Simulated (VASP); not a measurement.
An input for Ansatz (written as the equivalent of a VASP run, and not itself run):

Ansatz 0.2 input:
```yaml
crystal:
  lattice:
    - [0.0000000, 2.9592000, 2.9592000]
    - [2.9592000, 0.0000000, 2.9592000]
    - [2.9592000, 2.9592000, 0.0000000]
  atoms:
    - { symbol: Mo, position: [0.0000000, 0.0000000, 0.0000000] }
    - { symbol: Se, position: [0.5000000, 0.5000000, 0.5000000] }
kpoints:
  mp_grid: { grid: [10, 10, 10] }
hamiltonian:
  xc: pbe
  pseudopotentials: { kind: paw }
scf:
  occupations: { method: methfessel_paxton, width: 0.1 }
  max_iter: 100
relax:
  max_steps: 60
  f_tol: 0.01
  cell: {}
output: { forces: true, stress: true, eigenvalues: true }
```

### Question
Translate this input to VASP (INCAR, KPOINTS, POSCAR, choice of POTCAR).

### Answer
Several could match; the one computed here: 
POSCAR:
```
MoSe
1
    0.0000000000     2.9592000000     2.9592000000
    2.9592000000     0.0000000000     2.9592000000
    2.9592000000     2.9592000000     0.0000000000
Mo Se
1 1
Direct
  0.0000000000   0.0000000000   0.0000000000
  0.5000000000   0.5000000000   0.5000000000
```

### INCAR
```
SYSTEM = MoSe
PREC = Accurate
ENCUT = 400
EDIFF = 1E-6
NELM = 100
ALGO = Normal
LREAL = .FALSE.
LASPH = .TRUE.
ISMEAR = 1
SIGMA = 0.1
GGA = PE
LMAXMIX = 4
LWAVE = .FALSE.
LCHARG = .FALSE.
IBRION = 2
ISIF = 3
NSW = 60
EDIFFG = -0.01
```

### KPOINTS
```
Automatic mesh
0
Gamma
10 10 10
0 0 0
```

POTCAR, in this order: Mo_sv Se (PBE.64 set). Program: vasp_std.

Limits of the translation: each code has its own PAW files, so the cut-off isn't converted (ENCUT is set for VASP's; basis.ecutwfc is left out, and Ansatz then takes the one that its files recommend); Ansatz stops its SCF on the density residual and VASP on the energy change (EDIFF).

The structure was generated: MoSe was put into the rock salt type (Fm-3m), which need not be its known phase. This run relaxes it. Symmetry was kept, so distortions that lower it aren't found.
